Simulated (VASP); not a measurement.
# Fe2CuN2 (I4/mmm) in VASP: reference runs

How does Fe2CuN2 come out in PBE? The cell is run as given and disturbed.

Program: VASP 6.6.1. These are calculated values, not measurements. Logs are shortened: lines on timing, memory, paths and dates and some standing lists are left out, and cuts for length are marked.

## (1) The crystal as given

The structure is tetragonal, space group I4/mmm (No. 139). Conventional cell: a = 3.442 Å, b = 3.442 Å, c = 10.532 Å, α = 90.00°, β = 90.00°, γ = 90.00°. Cu (site symmetry 4/mmm) has 2 N at 1.84 Å as nearest neighbours. Around Fe (site symmetry -4m2) lie 4 N at 1.90 Å. N (site symmetry 4mm) has 1 Cu at 1.84 Å and 4 Fe at 1.90 Å as nearest neighbours.

The cell comes from a database or a generator and needn't be the stable form of this composition.

## (2) Single point, PBE, collinear spin, ferromagnetic start

Input file INCAR:

```
ALGO = Normal
EDIFF = 1E-7
ENCUT = 520
GGA = PE
ISIF = 2
ISMEAR = -1
ISPIN = 2
LASPH = True
LCHARG = False
LMAXMIX = 4
LORBIT = 11
LREAL = False
LWAVE = False
MAGMOM = 0.6 3 3 0 0
NBANDS = 30
NELM = 120
PREC = Accurate
SIGMA = 0.05
```

Input file KPOINTS:

```
k-points
0
Gamma
  11 11 11
```

Input file POSCAR:

```
Fe2CuN2
1.0
   -1.7207843061      1.7207843061      5.2659395480
    1.7207843061     -1.7207843061      5.2659395480
    1.7207843061      1.7207843061     -5.2659395480
Cu Fe N
1 2 2
Direct
    0.0000000000      0.0000000000      0.0000000000
    0.2500000000      0.7500000000      0.5000000000
    0.7500000000      0.2500000000      0.5000000000
    0.1743420000      0.1743420000      0.0000000000
    0.8256580000      0.8256580000      0.0000000000
```

Potentials or basis: VASP PAW PBE potentials, release 64 (Cu, Fe, N).

The run is started by

```sh
$ cat potpaw_PBE.64/Cu/POTCAR potpaw_PBE.64/Fe/POTCAR potpaw_PBE.64/N/POTCAR > POTCAR
$ mpirun -np 1 vasp_std > vasp.out
```

OUTCAR:

```text
EDIFF = 1E-7
   ENCUT = 520
   GGA = PE
   ISIF = 2
   ISMEAR = -1
   ISPIN = 2
   LASPH = True
   LORBIT = 11
   LREAL = False
   NELM = 120
   PREC = Accurate

 ion  position               nearest neighbor table
   1  0.000  0.000  0.000-   4 1.84   5 1.84
   2  0.250  0.750  0.500-   5 1.90   4 1.90   5 1.90   4 1.90   3 2.43   3 2.43   3 2.43   3 2.43

   3  0.750  0.250  0.500-   5 1.90   4 1.90   5 1.90   4 1.90   2 2.43   2 2.43   2 2.43   2 2.43

   4  0.174  0.174  0.000-   1 1.84   2 1.90   3 1.90   2 1.90   3 1.90
   5  0.826  0.826  0.000-   1 1.84   2 1.90   3 1.90   3 1.90   2 1.90

  LATTYP: Found a body centered tetragonal cell.
 ALAT       =     3.4415686122
 C/A-ratio  =     3.0601973352

  Lattice vectors:

 A1 = (  -1.7207843061,   1.7207843061,   5.2659395480)
 A2 = (   1.7207843061,  -1.7207843061,   5.2659395480)
 A3 = (   1.7207843061,   1.7207843061,  -5.2659395480)

Analysis of symmetry for initial positions (statically):
=====================================================================
 Subroutine PRICEL returns:
 Original cell was already a primitive cell.

 Routine SETGRP: Setting up the symmetry group for a
 body centered tetragonal supercell.

 Subroutine GETGRP returns: Found 16 space group operations
 (whereof 16 operations were pure point group operations)
 out of a pool of 16 trial point group operations.

The static configuration has the point symmetry D_4h.

Analysis of symmetry for dynamics (positions and initial velocities):
=====================================================================
 Subroutine PRICEL returns:
 Original cell was already a primitive cell.

 Routine SETGRP: Setting up the symmetry group for a
 body centered tetragonal supercell.

 Subroutine GETGRP returns: Found 16 space group operations
 (whereof 16 operations were pure point group operations)
 out of a pool of 16 trial point group operations.

The dynamic configuration has the point symmetry D_4h.

Analysis of structural, dynamic, and magnetic symmetry:
=====================================================================
 Subroutine PRICEL returns:
 Original cell was already a primitive cell.

 Routine SETGRP: Setting up the symmetry group for a
 body centered tetragonal supercell.

 Subroutine GETGRP returns: Found 16 space group operations
 (whereof 16 operations were pure point group operations)
 out of a pool of 16 trial point group operations.

[... 135 lines left out ...]
   LEPSILON=     F    determine dielectric tensor
   LRPA    =     F    only Hartree local field effects (RPA)
 spin polarized calculation
  energy-cutoff  :      520.00
  volume of cell :       62.37
 maximum number of plane-waves:      1704
 NGX is ok and might be reduce to    48
   NGX = 21   NGY = 21   NGZ = 21

 number of electron      37.0000003 magnetization      -0.0001453

 number of electron      37.0000003 magnetization       0.0003182

 Free energy of the ion-electron system (eV)
  ---------------------------------------------------
  ext. energy  EPLUGINS =         0.00000000
  ---------------------------------------------------
  free energy    TOTEN  =       -36.28231353 eV

  energy without entropy =      -36.25681941  energy(sigma->0) =      -36.26956647

 E-fermi :   4.5693     XC(G=0): -10.8373

 val. band max:        4.5692382810   @ k =  -0.3636   0.1818   0.0909
 cond. band min:       4.5694241516   @ k =  -0.3636   0.1818   0.0909
 fundamental gap:      0.0001858706
 Fermi energy:         4.5692532327

 spin component 1

 k-point     1 :       0.0000    0.0000    0.0000
  band No.  band energies     occupation
      1     -12.6685      1.00000
      2     -11.2939      1.00000
      3      -3.1355      1.00000
      4      -2.1156      1.00000
      5      -1.1555      1.00000
      6      -1.1555      1.00000
[... 781 lines left out ...]
     29      15.6691      0.00000
     30      16.1753      0.00000

 [... further k-points ...]

 spin component 2

 k-point     1 :       0.0000    0.0000    0.0000
  band No.  band energies     occupation
      1     -12.6685      1.00000
      2     -11.2939      1.00000
      3      -3.1355      1.00000
      4      -2.1155      1.00000
      5      -1.1555      1.00000
      6      -1.1555      1.00000
[... 781 lines left out ...]
     29      15.6691      0.00000
     30      16.1753      0.00000

 [... further k-points ...]

------------------------ aborting loop because EDIFF is reached ----------------------------------------

  FORCE on cell =-STRESS in cart. coord.  units (eV):
  Direction    XX          YY          ZZ          XY          YZ          ZX
  --------------------------------------------------------------------------------------
  -------------------------------------------------------------------------------------
  Total       -0.2186244     -0.2186244      0.1995123      0.0000000     -0.0000000      0.0000000
  in kB       -5.6159136     -5.6159136      5.1249727      0.0000000     -0.0000000      0.0000000
  external PRESSURE =      -2.0356182 kB  Pullay stress =       0.0000000 kB

 VOLUME and BASIS-vectors are now :
 -----------------------------------------------------------------------------
  energy-cutoff  :      520.00
  volume of cell :       62.37
      direct lattice vectors                 reciprocal lattice vectors
    -1.720784306  1.720784306  5.265939548     0.000000000  0.290565179  0.094949818
     1.720784306 -1.720784306  5.265939548     0.290565179  0.000000000  0.094949818
     1.720784306  1.720784306 -5.265939548     0.290565179  0.290565179  0.000000000

 POSITION                                       TOTAL-FORCE (eV/Angst)
 -----------------------------------------------------------------------------------
      0.00000      0.00000      0.00000        -0.000000     -0.000000     -0.000000
      1.72078      0.00000      2.63297        -0.000000     -0.000000     -0.000000
      0.00000      1.72078      2.63297        -0.000000     -0.000000      0.000000
      0.00000      0.00000      1.83615        -0.000000     -0.000000     -0.068984
      0.00000      0.00000      8.69573         0.000000      0.000000      0.068984
 -----------------------------------------------------------------------------------
    total drift:                                0.000000     -0.000000     -0.000000

  FREE ENERGIE OF THE ION-ELECTRON SYSTEM (eV)
  ---------------------------------------------------
  free  energy   TOTEN  =       -36.2823135278 eV

  energy  without entropy=      -36.2568194061  energy(sigma->0) =      -36.26956647

 total charge

# of ion       s       p       d       tot
------------------------------------------
    1        0.454   0.358   9.211  10.022
    2        0.458   0.682   6.562   7.702
    3        0.458   0.682   6.562   7.702
    4        1.244   2.457   0.000   3.701
    5        1.244   2.457   0.000   3.701
--------------------------------------------------
tot          3.858   6.636  22.335  32.829

 magnetization (x)

# of ion       s       p       d       tot
------------------------------------------
    1        0.000   0.000   0.000   0.000
    2        0.000   0.000   0.000   0.000
    3        0.000   0.000   0.000   0.000
    4        0.000  -0.000   0.000  -0.000
    5        0.000  -0.000   0.000  -0.000
--------------------------------------------------
tot          0.000  -0.000   0.000   0.000
```

It took 11 min on 1 thread of Intel Xeon 6975P-C (Granite Rapids), shared host; peak memory 0.67 GiB.

Results:

| Quantity | Value |
| --- | --- |
| Free energy | -36.2823 eV |
| Pressure | -0.2 GPa |
| Largest force | 0.069 eV/Å |
| Band gap on the k mesh | none (metal or under the smearing width) |
| Net moment | 0.00 μB per cell |
| Valence electrons inside the program's atomic spheres | Cu 10.02; Fe 7.70; N 3.70 |

Forces in eV/Å, atoms in the order of the input:
```
Cu   0.000  0.000  0.000
Fe   0.000  0.000  0.000
Fe   0.000  0.000  0.000
N    0.000  0.000 -0.069
N    0.000  0.000  0.069
```

Caveat: the starting moments collapsed, and a magnetic state may lie lower.

## (3) Single point, PBE, collinear spin, ferromagnetic start (atoms moved at random, drawn with an rms of 0.05 Å)

Input file INCAR:

```
PREC     = Accurate       # precision mode
ENCUT    = 520            # plane-wave cutoff, eV
EDIFF    = 1E-7           # SCF threshold, eV
ISMEAR   = -1             # smearing method
SIGMA    = 0.05           # smearing width, eV
LREAL    = F              # projectors in reciprocal space
LASPH    = T              # aspherical terms in the spheres
NELM     = 120            # most SCF steps
ALGO     = Normal         # electronic algorithm
ISIF     = 2              # what is computed and relaxed
LWAVE    = F              # write WAVECAR
LCHARG   = T              # write CHGCAR
ISPIN    = 2              # spin polarisation
MAGMOM   = 0.6 3 3 0 0    # initial moments
LORBIT   = 11             # projections on sites
LMAXMIX  = 4              # l up to which the mixer works
GGA      = PE             # functional
LELF     = T              # ELF
LVHAR    = T            
NBANDS   = 30             # bands
```

Input file KPOINTS:

```
regular mesh
0
Gamma
  11 11 11
```

Input file POSCAR:

```
Fe2CuN2
1.0
   -1.7207843061      1.7207843061      5.2659395480
    1.7207843061     -1.7207843061      5.2659395480
    1.7207843061      1.7207843061     -5.2659395480
Cu Fe N
1 2 2
Direct
    0.0005580000     -0.0011820000     -0.0021230000
    0.2435130000      0.7462930000      0.4855820000
    0.7511860000      0.2478020000      0.5034330000
    0.1702930000      0.1782780000      0.0077340000
    0.8428430000      0.8295430000      0.0191860000
```

Potentials or basis: VASP PAW PBE potentials, release 64 (Cu, Fe, N).

The run is started by

```sh
$ cat potpaw_PBE.64/Cu/POTCAR potpaw_PBE.64/Fe/POTCAR potpaw_PBE.64/N/POTCAR > POTCAR
$ mpirun -np 1 vasp_std > vasp.out
```

It took 1.7 h on 1 thread of Intel Xeon 6975P-C (Granite Rapids), shared host; peak memory 1.9 GiB.

It converged, with:

- Free energy: -36.1989 eV
- Pressure: 0.0 GPa
- Largest force: 1.346 eV/Å
- Band gap on the k mesh: none (metal or under the smearing width)
- Net moment: 0.00 μB per cell
- Valence electrons inside the program's atomic spheres: Cu 10.06; Fe 7.69, 7.67; N 3.70

Forces on the atoms (eV/Å):
```
Cu   0.009  0.021 -0.676
Fe   0.507  1.198 -0.347
Fe  -0.152 -0.456 -0.046
N   -0.307  0.192  1.139
N   -0.056 -0.955 -0.070
```

Stress tensor (GPa, compression positive):
```
-2.76 -0.01  0.71
-0.01 -0.30 -2.44
 0.71 -2.44  3.04
```

Levels at points of the mesh, in eV from the Fermi level:
Spin up:
```tsv
k point	band 15	band 16	band 17	band 18	band 19	band 20	band 21	band 22	band 23	band 24
(0.00, 0.00, 0.00)	-0.38	-0.32	0.22	0.36	0.44	0.75	1.83	2.16	2.22	2.61
```
Spin down:
| k point | band 16 | band 17 | band 18 | band 19 | band 20 | band 21 | band 22 | band 23 |
| --- | --- | --- | --- | --- | --- | --- | --- | --- |
| (0.00, 0.00, 0.00) | -0.32 | 0.22 | 0.36 | 0.44 | 0.75 | 1.83 | 2.16 | 2.22 |

Caveat: the starting moments collapsed, and a magnetic state may lie lower.
